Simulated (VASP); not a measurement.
Elastic constants (GPa) of a crystal from PBEsol GGA, VASP's PBE PAW potentials (set 64) (VASP):

|  | xx | yy | zz | yz | xz | xy |
|---|---|---|---|---|---|---|
| xx | 384.2 | 51.4 | 152.6 | 0.0 | 0.0 | 0.0 |
| yy | 51.4 | 384.2 | 152.6 | 0.0 | 0.0 | 0.0 |
| zz | 152.6 | 152.6 | 274.0 | 0.0 | 0.0 | 0.0 |
| yz | 0.0 | 0.0 | 0.0 | 163.5 | 0.0 | 0.0 |
| xz | 0.0 | 0.0 | 0.0 | 0.0 | 163.5 | 0.0 |
| xy | 0.0 | 0.0 | 0.0 | 0.0 | 0.0 | 64.7 |

**Question.** Work out the Voigt, Reuss and Hill moduli, Young's modulus and Poisson's ratio.

**Answer.** All eigenvalues are positive (smallest 64.7 GPa), so the crystal is stable. K_V = (C11+C22+C33+2(C12+C13+C23))/9 = (1042.4 + 2×356.6)/9 = 195.1 GPa; G_V = (1042.4 − 356.6 + 3×391.7)/15 = 124.1 GPa. From the compliances, K_R = 195.0 GPa and G_R = 100.4 GPa. Hill: K = 195.0 GPa, G = 112.3 GPa, E = 9KG/(3K+G) = 282.6 GPa, ν = (3K−2G)/(2(3K+G)) = 0.259. K/G = 1.74, below Pugh's 1.75; universal anisotropy A^U = 1.18.

**Question.** With a density of 4.74 g/cm³, what are the mean sound speeds?

**Answer.** v_l = √((K+4G/3)/ρ) = 8.52 km/s and v_t = √(G/ρ) = 4.86 km/s. The crystal is AlGaN$_{2}$ (space group P-4m2), tetragonal.

The structure comes from a computed database's AlGaN2 entry (P-4m2); how it stands against other phases isn't given here. It was relaxed first.
